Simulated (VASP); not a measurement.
GaN: band gap against strain

GaN (wurtzite, P6_3mc, 11.430 Å³/atom and stress up to 0.25 GPa in the relaxed cell, c along z) under an equal strain ε along all three axes. r2SCAN in VASP (plane waves, PAW), 600 eV, 12×12×6 Γ-centred mesh, Gaussian smearing 0.05 eV; ions are relaxed, or left where forces stay under 0.02 eV/Å, within the symmetry of each cell. Gaps are the smallest on the run's k-mesh, which can miss an edge that lies off it, without spin-orbit coupling; in all rows the valence edge lies at Γ and the conduction edge at Γ.

Here s stands for strain and Eg for gap.

| strain (%) | gap (eV) |
|---|---|
| -3.00 | ? |
| -1.50 | 2.623 |
| -1.00 | 2.518 |
| -0.50 | 2.414 |
| 0.00 | 2.309 |

Taking a straight line for Eg over the 4 complete rows: Means: s -0.75000, Eg 2.4660. About the means, the sum of products is -0.26150 and the sum of squares of s is 1.2500; the slope is their ratio. Least squares gives Eg = 2.3091 - 0.20920·s. Residuals (row less fit): 0.0001, -0.0003, 0.0003, -0.0001; standard error 0.0003 (degrees of freedom: 2). Over these rows the gap moves by -20.92 ± 0.03 eV per unit strain, or -7.0 eV per unit of ln V.

### Question
Estimate the missing Eg (s = -3.00); what did the run itself give?

### Answer
Eg = 2.3091 - 0.20920 × (-3.0) = 2.9367 eV. The calculation gives 2.942 eV, 0.0053 eV above the prediction (0.8 % of the range of Eg in the table). The row lies outside the fitted rows, so this is an extrapolation. The scatter of the fitted rows lies at the last printed digit.

A polynomial of degree 2 through the 6 other runs of the series gives 2.943 there, so most of the miss is curvature that the fit leaves out. Other structures, which can take over under pressure, weren't tried. Rows are the converged runs of the series near zero and its far end, less any whose ions stayed unrelaxed beside relaxed ones; series whose fitted rows scatter by over a few per cent of the range, as at a crossing or softening among them, aren't shown in this form. Most that stay on the fit to the last digits aren't either.
